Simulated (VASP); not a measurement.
OSZICAR of a VASP run on P (relaxed from the hcp structure, space group P6_3/mmc):

File OSZICAR:
```
       N       E                     dE             d eps       ncg     rms          rms(c)
DAV:   1     0.165178231932E+02    0.16518E+02   -0.40692E+03  3346   0.786E+02
DAV:   2    -0.947532869818E+01   -0.25993E+02   -0.25225E+02  5144   0.110E+02
DAV:   3    -0.102018282680E+02   -0.72650E+00   -0.72255E+00  4054   0.201E+01
DAV:   4    -0.102058873946E+02   -0.40591E-02   -0.40931E-02  4415   0.171E+00
DAV:   5    -0.102059098551E+02   -0.22460E-04   -0.23014E-04  4015   0.907E-02    0.613E+00
DAV:   6    -0.101893260470E+02    0.16584E-01   -0.10416E-02  3671   0.657E-01    0.356E+00
DAV:   7    -0.101823223027E+02    0.70037E-02   -0.17749E-02  3708   0.854E-01    0.161E-01
DAV:   8    -0.101823249042E+02   -0.26015E-05   -0.28725E-04  3653   0.140E-01    0.262E-02
DAV:   9    -0.101823270688E+02   -0.21646E-05   -0.25657E-06  4943   0.140E-02    0.687E-03
DAV:  10    -0.101823256870E+02    0.13818E-05   -0.12349E-07  2704   0.269E-03    0.354E-03
DAV:  11    -0.101823256544E+02    0.32616E-07   -0.88809E-09  1991   0.847E-04
   1 F= -.10182326E+02 E0= -.10182326E+02  d E =0.000000E+00
```

**Question.** Which electronic solver shows in the log?

**Answer.** It is blocked Davidson (ALGO = Normal, or the opening steps of other solvers). The INCAR had ALGO = Normal.

**Question.** Can the final energy be trusted as converged?

**Answer.** The run converged. It stopped with EDIFF = 1E-7, NELM = 100 (PBEsol GGA, plane waves, VASP's PBE PAW potentials (set 64)).

The structure was generated: P was put into the hcp type (P6_3/mmc), which need not be its known phase. It was relaxed first.
